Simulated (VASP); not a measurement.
# MgCd2Te3 (P3m1) in VASP: single point with PBE

Aim: the single point of MgCd2Te3 with PBE.

All numbers are computed with VASP 6.6.1; they aren't measurements. Logs are shortened: lines on timing, memory, paths and dates and some standing lists are left out, and cuts for length are marked.

### Step 1. The crystal as given

It takes space group P3m1 (No. 156, trigonal). The conventional cell has a = 4.661 Å, b = 4.661 Å, c = 11.386 Å, α = 90.00°, β = 90.00°, γ = 120.00°. Around Mg (site symmetry 3m) lie 4 Te at 2.82 to 2.83 Å. Cd (site symmetry 3m) has 4 Te at 2.86 Å as nearest neighbours. Cd (site symmetry 3m) is surrounded by 4 Te at 2.86 to 2.87 Å. Around Te (site symmetry 3m) lie 1 Mg at 2.82 Å and 3 Cd at 2.86 Å. Te (site symmetry 3m) has 3 Mg at 2.83 Å and 1 Cd at 2.87 Å as nearest neighbours. Te (site symmetry 3m) has 4 Cd at 2.86 Å as nearest neighbours.

The cell was built by a generator and needn't be a form met in nature.

### Step 2. Single point, PBE

File INCAR:

```
PREC = Normal
ENCUT = 520
EDIFF = 1E-5
ISMEAR = 0
SIGMA = 0.05
LREAL = Auto
LASPH = T
NELM = 80
ALGO = Fast
ISIF = 2
LWAVE = F
LCHARG = F
GGA = PE
NBANDS = 56
```

File KPOINTS:

```
Automatic mesh
0
Gamma
  4 4 2
```

File POSCAR:

```
MgCd2Te3
1.0
    9.3224200000      0.0000000000      0.0000000000
   -2.3306050000      4.0367270000      0.0000000000
    0.0000000000      0.0000000000     11.3860900000
Mg Cd Te
2 4 6
Direct
    0.0000000000      0.0000000000      0.2517030000
    0.5000000000      0.0000000000      0.2517030000
    0.3333335000      0.3333330000      0.9180350000
    0.8333335000      0.3333330000      0.9180350000
    0.1666665000      0.6666670000      0.5808680000
    0.6666665000      0.6666670000      0.5808680000
    0.0000000000      0.0000000000      0.0040090000
    0.5000000000      0.0000000000      0.0040090000
    0.1666665000      0.6666670000      0.3287410000
    0.6666665000      0.6666670000      0.3287410000
    0.3333335000      0.3333330000      0.6665550000
    0.8333335000      0.3333330000      0.6665550000
```

Potentials or basis: VASP PAW PBE potentials, release 64 (Mg, Cd, Te).

The run is started by

```console
> cat potpaw_PBE.64/Mg/POTCAR potpaw_PBE.64/Cd/POTCAR potpaw_PBE.64/Te/POTCAR > POTCAR
> mpirun -np 1 vasp_std > vasp.out
```

OUTCAR:

```text
PREC = Normal
   ENCUT = 520
   EDIFF = 1E-5
   ISMEAR = 0
   LREAL = Auto
   LASPH = T
   NELM = 80
   ISIF = 2
   GGA = PE

 ion  position               nearest neighbor table
   1  0.000  0.000  0.252-   7 2.82   9 2.83  10 2.83   9 2.83
   2  0.500  0.000  0.252-   8 2.82  10 2.83   9 2.83  10 2.83
   3  0.333  0.333  0.918-  11 2.86   8 2.86   7 2.86   8 2.86
   4  0.833  0.333  0.918-  12 2.86   7 2.86   8 2.86   7 2.86
   5  0.167  0.667  0.581-  12 2.86  11 2.86  11 2.86   9 2.87
   6  0.667  0.667  0.581-  11 2.86  12 2.86  12 2.86  10 2.87
   7  0.000  0.000  0.004-   1 2.82   4 2.86   3 2.86   4 2.86
   8  0.500  0.000  0.004-   2 2.82   3 2.86   4 2.86   3 2.86
   9  0.167  0.667  0.329-   1 2.83   2 2.83   1 2.83   5 2.87
  10  0.667  0.667  0.329-   2 2.83   1 2.83   2 2.83   6 2.87
  11  0.333  0.333  0.667-   6 2.86   5 2.86   5 2.86   3 2.86
  12  0.833  0.333  0.667-   5 2.86   6 2.86   6 2.86   4 2.86

  Warning from LATTYP: Monoclinic adjustment (A1->A3, A2->A1, A3->A2)!
  LATTYP: Found a simple orthorhombic cell.
 ALAT       =     4.6612106301
 B/A-ratio  =     1.7320506515
 C/A-ratio  =     2.4427323508

  Lattice vectors:

 A1 = (   2.3306050000,  -4.0367270000,   0.0000000000)
 A2 = (   6.9918150000,   4.0367270000,   0.0000000000)
 A3 = (   0.0000000000,   0.0000000000,  11.3860900000)

Analysis of symmetry for initial positions (statically):
=====================================================================
 Subroutine PRICEL returns following result:

  LATTYP: Found a hexagonal cell.
 ALAT       =     4.6612100000
 C/A-ratio  =     2.4427326810

  Lattice vectors:

 A1 = (   4.6612100000,   0.0000000000,   0.0000000000)
 A2 = (  -2.3306050000,   4.0367270000,   0.0000000000)
 A3 = (   0.0000000000,   0.0000000000,  11.3860900000)

   2 primitive cells build up your supercell.

 Routine SETGRP: Setting up the symmetry group for a
 simple orthorhombic supercell.

 Subroutine GETGRP returns: Found  2 space group operations
 (whereof  2 operations were pure point group operations)
 out of a pool of  8 trial point group operations.

The static configuration has the point symmetry C_1h.

Analysis of symmetry for dynamics (positions and initial velocities):
=====================================================================
 Subroutine PRICEL returns following result:

  LATTYP: Found a hexagonal cell.
 ALAT       =     4.6612100000
 C/A-ratio  =     2.4427326810

  Lattice vectors:

 A1 = (   4.6612100000,   0.0000000000,   0.0000000000)
 A2 = (  -2.3306050000,   4.0367270000,   0.0000000000)
 A3 = (   0.0000000000,   0.0000000000,  11.3860900000)

   2 primitive cells build up your supercell.

 Routine SETGRP: Setting up the symmetry group for a
 simple orthorhombic supercell.

 Subroutine GETGRP returns: Found  2 space group operations
 (whereof  2 operations were pure point group operations)
 out of a pool of  8 trial point group operations.

The dynamic configuration has the point symmetry C_1h.

 Subroutine INISYM returns: Found  2 space group operations
 (whereof  2 operations are pure point group operations),
 and found     2 'primitive' translations

----------------------------------------------------------------------------------------

                                     Primitive cell

  volume of cell :     214.2410

  direct lattice vectors                    reciprocal lattice vectors
     4.661210000  0.000000000  0.000000000     0.214536569  0.123862723  0.000000000
    -2.330605000  4.036727000  0.000000000     0.000000000  0.247725447  0.000000000
     0.000000000  0.000000000 11.386090000     0.000000000  0.000000000  0.087826462

  length of vectors
     4.661210000  4.661210630 11.386090000     0.247725480  0.247725447  0.087826462

  position of ions in fractional coordinates (direct lattice)
     0.000000000  0.000000000  0.251703000
     0.666667000  0.333333000  0.918035000
     0.333333000  0.666667000  0.580868000
     0.000000000  0.000000000  0.004009000
     0.333333000  0.666667000  0.328741000
     0.666667000  0.333333000  0.666555000

  ion indices of the primitive-cell ions
   primitive index   ion index
                 1           1
                 2           4
                 3           5
                 4           7
                 5           9
                 6          12

----------------------------------------------------------------------------------------

 KPOINTS: Automatic mesh

Automatic generation of k-mesh.
 Grid dimensions read from file:
 generate k-points for:    4    4    2

 Generating k-lattice:

  Cartesian coordinates                     Fractional coordinates (reciprocal lattice)
     0.026817071  0.015482840  0.000000000     0.250000000  0.000000000  0.000000000
     0.000000000  0.061931362  0.000000000     0.000000000  0.250000000  0.000000000
     0.000000000  0.000000000  0.043913231     0.000000000  0.000000000  0.500000000

  Length of vectors
     0.030965685  0.061931362  0.043913231

  Shift w.r.t. Gamma in fractional coordinates (k-lattice)
     0.000000000  0.000000000  0.000000000

 Subroutine IBZKPT returns following result:
 ===========================================

 Found     18 irreducible k-points:

 Following reciprocal coordinates:
            Coordinates               Weight
  0.000000  0.000000  0.000000      1.000000
  0.250000  0.000000  0.000000      2.000000
  0.500000  0.000000  0.000000      1.000000
  0.000000  0.250000  0.000000      4.000000
  0.250000  0.250000  0.000000      2.000000
 -0.250000  0.250000  0.000000      2.000000
[... 10 lines left out ...]
  0.250000  0.500000  0.500000      2.000000
  0.500000  0.500000  0.500000      1.000000
   k-points           NKPTS =     18   k-points in BZ     NKDIM =     18   number of bands    NBANDS=     56
   number of dos      NEDOS =    301   number of ions     NIONS =     12
   total plane-waves  NPLWV =  96768
   dimension x,y,z NGX =    54 NGY =   28 NGZ =   64
   dimension x,y,z NGXF=   108 NGYF=   56 NGZF=  128
   ions per type =               2   4   6
   NGX,Y,Z   is equivalent  to a cutoff of   9.63,  9.99,  9.34 a.u.
   NGXF,Y,Z  is equivalent  to a cutoff of  19.26, 19.97, 18.69 a.u.
 SYSTEM =  unknown system
   PREC   = normal    normal or accurate (medium, high low for compatibility)
   ISTART =      0    job   : 0-new  1-cont  2-samecut
   ICHARG =      2    charge: 1-file 2-atom 10-const
   ISPIN  =      1    spin polarized calculation?
   LNONCOLLINEAR =      F non collinear calculations
   LSORBIT =      F    spin-orbit coupling
   LASPH  =      T    aspherical Exc in radial PAW
   ENCUT  =  520.0 eV  38.22 Ry    6.18 a.u.  17.33  8.67 21.17*2*pi/ulx,y,z
   NELM   =     80;   NELMIN=  2; NELMDL= -5     # of ELM steps
   EDIFF  = 0.1E-04   stopping-criterion for ELM
   LREAL  =      T    real-space projection
   EDIFFG = 0.1E-03   stopping-criterion for IOM
   NSW    =      0    number of steps for IOM
   IBRION =     -1    ionic relax: 0-MD 1-quasi-New 2-CG
   NFREE  =      0    steps in history (QN), initial steepest desc. (CG)
   ISIF   =      2    stress and relaxation
   ISYM   =      2    0-nonsym 1-usesym 2-fastsym
   POTIM  = 0.5000    time-step for ionic-motion
   TEBEG  =    0.0;   TEEND  =   0.0 temperature during run
   PSTRESS=    0.0 pullay stress
   NELECT =      88.0000    total number of electrons
   NUPDOWN=      -1.0000    fix difference up-down
   EMIN   =  10.00;   EMAX   =-10.00  energy-range for DOS
   EFERMI =   0.00;   METHOD = LEGACY
   ISMEAR =     0;   SIGMA  =   0.05  broadening in eV -4-tet -1-fermi 0-gaus
   EFERMI_NEDOS =   21; number of points for ismear=-14 and -15
   IALGO  =     68    algorithm
   IMIX   =      4    mixing-type and parameters
     AMIX     =   0.40;   BMIX     =  1.00
     AMIX_MAG =   1.60;   BMIX_MAG =  1.00
  volume/ion in A,a.u.               =      35.71       240.96
  Fermi-wavevector in a.u.,A,eV,Ry     =   0.965884  1.825256 12.693301  0.932931
  Thomas-Fermi vector in A             =   2.095638
   LORBIT       =      0    0 simple, 1 ext, 2 COOP (PROOUT), +10 PAW based schemes
   GGA     = PE    functional components
   LHFCALC =     F    Hartree Fock is set to
   AEXX    =    0.0000 exact exchange contribution
   IVDW    =     0    specifies the selected vdW correction
   LEPSILON=     F    determine dielectric tensor
   LRPA    =     F    only Hartree local field effects (RPA)
 non-spin polarized calculation
 RMM-DIIS sequential band-by-band and
 Gauss-broadening in eV      SIGMA  =   0.05
  energy-cutoff  :      520.00
  volume of cell :      428.48
 maximum number of plane-waves:     11608
   NGX = 35   NGY = 17   NGZ = 43

 number of electron      88.0000054 magnetization

 Free energy of the ion-electron system (eV)
  ---------------------------------------------------
  ext. energy  EPLUGINS =         0.00000000
  ---------------------------------------------------
  free energy    TOTEN  =       -31.99376378 eV

  energy without entropy =      -31.99376378  energy(sigma->0) =      -31.99376378

 E-fermi :   2.0953     XC(G=0):  -8.1261

 val. band max:        1.8404765571   @ k =   0.0000   0.0000   0.0000
 cond. band min:       2.8205368825   @ k =   0.0000   0.0000   0.0000
 fundamental gap:      0.9800603254
 Fermi energy:         2.0953219961

 k-point     1 :       0.0000    0.0000    0.0000
  band No.  band energies     occupation
      1      -8.8406      2.00000
      2      -8.6035      2.00000
      3      -8.5107      2.00000
      4      -8.4258      2.00000
      5      -8.3994      2.00000
      6      -8.1746      2.00000
[... 1051 lines left out ...]
     55       6.7277      0.00000
     56       6.7278      0.00000

------------------------ aborting loop because EDIFF is reached ----------------------------------------

  FORCE on cell =-STRESS in cart. coord.  units (eV):
  Direction    XX          YY          ZZ          XY          YZ          ZX
  --------------------------------------------------------------------------------------
  -------------------------------------------------------------------------------------
  Total        0.0303072      0.2774612     -0.0008960     -0.2140416     -0.0024924     -0.0043171
  in kB        0.1133244      1.0374810     -0.0033501     -0.8003429     -0.0093197     -0.0161424
  external PRESSURE =       0.3824851 kB  Pullay stress =       0.0000000 kB

 VOLUME and BASIS-vectors are now :
 -----------------------------------------------------------------------------
  energy-cutoff  :      520.00
  volume of cell :      428.48
      direct lattice vectors                 reciprocal lattice vectors
     9.322420000  0.000000000  0.000000000     0.107268284  0.061931362  0.000000000
    -2.330605000  4.036727000  0.000000000     0.000000000  0.247725447  0.000000000
     0.000000000  0.000000000 11.386090000     0.000000000  0.000000000  0.087826462

 POSITION                                       TOTAL-FORCE (eV/Angst)
 -----------------------------------------------------------------------------------
      0.00000      0.00000      2.86591         0.003297      0.001903      0.000534
      4.66121      0.00000      2.86591         0.003297      0.001903      0.000534
      2.33061      1.34557     10.45283         0.000287      0.000166     -0.007029
      6.99182      1.34557     10.45283         0.000287      0.000166     -0.007029
     -0.00000      2.69115      6.61382         0.000129      0.000075      0.002956
      4.66121      2.69115      6.61382         0.000129      0.000075      0.002956
      0.00000      0.00000      0.04565         0.008239      0.004757      0.013075
      4.66121      0.00000      0.04565         0.008239      0.004757      0.013075
     -0.00000      2.69115      3.74307        -0.010144     -0.005857      0.000810
      4.66121      2.69115      3.74307        -0.010144     -0.005857      0.000810
      2.33061      1.34557      7.58946        -0.001809     -0.001044     -0.010345
      6.99182      1.34557      7.58946        -0.001809     -0.001044     -0.010345
 -----------------------------------------------------------------------------------
    total drift:                               -0.037067     -0.021710     -0.010300

  FREE ENERGIE OF THE ION-ELECTRON SYSTEM (eV)
  ---------------------------------------------------
  free  energy   TOTEN  =       -31.9937637820 eV

  energy  without entropy=      -31.9937637820  energy(sigma->0) =      -31.99376378
```

It took 4.4 min on 1 thread of AMD EPYC 7R13 (Zen 3), shared host; peak memory 0.44 GiB.

Results:

```
Free energy            : -31.9938 eV
Pressure               : 0.0 GPa
Largest force          : 0.016 eV/Å
Band gap on the k mesh : 0.98 eV
```

Forces on the atoms (eV/Å):
```
Mg   0.003  0.002  0.001
Mg   0.003  0.002  0.001
Cd   0.000  0.000 -0.007
Cd   0.000  0.000 -0.007
Cd   0.000  0.000  0.003
Cd   0.000  0.000  0.003
Te   0.008  0.005  0.013
Te   0.008  0.005  0.013
Te  -0.010 -0.006  0.001
Te  -0.010 -0.006  0.001
Te  -0.002 -0.001 -0.010
Te  -0.002 -0.001 -0.010
```

Stress tensor (GPa, compression positive):
```
 0.01 -0.08  0.00
-0.08  0.10  0.00
 0.00  0.00  0.00
```

Levels at points of the mesh, in eV from the valence-band top:
```
           k point  band 40  band 41  band 42  band 43  band 44  band 45  band 46  band 47  band 48  band 49
(0.00, 0.00, 0.00)    -0.41    -0.41    -0.07     0.00     0.00     0.98     2.02     2.58     2.65     2.71
(0.50, 0.00, 0.00)    -0.73    -0.47    -0.47    -0.46    -0.46     2.44     2.44     3.07     3.07     3.44
(0.00, 0.50, 0.00)    -1.34    -1.00    -1.00    -0.86    -0.86     2.65     2.65     2.71     2.71     2.84
(0.50, 0.50, 0.00)    -1.37    -1.29    -1.29    -0.69    -0.69     3.09     3.09     3.15     3.15     3.73
(0.00, 0.00, 0.50)    -0.65    -0.32    -0.31    -0.08    -0.07     1.82     1.90     2.04     2.62     2.94
(0.50, 0.00, 0.50)    -0.90    -0.78    -0.78    -0.36    -0.36     2.41     2.41     3.03     3.03     3.43
(0.00, 0.50, 0.50)    -1.33    -0.67    -0.67    -0.65    -0.65     2.04     2.04     2.93     2.93     3.04
(0.50, 0.50, 0.50)    -1.57    -1.09    -1.09    -1.03    -1.03     3.04     3.04     3.50     3.50     4.32
```

Caveat: spin-orbit coupling is left out, which moves the levels of the heavy elements. A hybrid or GW would open this gap; PBE tends to underestimate it.
